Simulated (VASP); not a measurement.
Runs of VASP 6.6.1 on Na2ZrS2. It takes space group I4/mmm (No. 139, tetragonal). Conventional cell: a = 4.952 Å, b = 4.952 Å, c = 8.081 Å, α = 90.00°, β = 90.00°, γ = 90.00°. Na (site symmetry 4mm) is surrounded by 1 Na at 2.31 Å and 4 S at 2.62 Å. Around Zr (site symmetry 4/mmm) lie 2 Na at 2.88 Å and 8 S at 3.20 Å. S (site symmetry -4m2) has 4 Na at 2.62 Å as nearest neighbours. The cell was built by a generator and needn't be a form met in nature.

| task | level | U | cell | cutoff (eV) | gap on the mesh (eV) | pressure (GPa) | relaxed volume (Å³/atom) |
| --- | --- | --- | --- | --- | --- | --- | --- |
| relaxation of cell and atoms | PBE+U | Zr d U = 2 eV | relaxed | 600 | none | 0.0 | 19.59 |
| relaxation of cell and atoms | PBE | - | relaxed | 600 | none | 0.0 | 19.40 |
| relaxation of cell and atoms | PBE+D3 | - | relaxed | 600 | none | 0.0 | (a) |
| relaxation of cell and atoms | PBE+U | Zr d U = 6 eV | relaxed | 600 | none | 0.0 | 20.06 |

Alike in all rows: potentials or basis VASP PAW PBE potentials, release 64 (Na_pv, Zr_sv, S); no spin polarisation; k mesh 6 × 6 × 6; smearing fermi-dirac 0.05 eV.

Problem. Fill in the values left out.

Solution. (a) 18.52.

Caveats: U without spin polarisation on a metal has little footing (some runs); pairwise dispersion overbinds metals, which lowers pressure and volume (some runs).

A k mesh can miss the band edges, and the runs leave out spin-orbit coupling on Zr.

A gap of «none» marks a metal or a gap under the smearing width.

Not every run made on this cell is shown here.
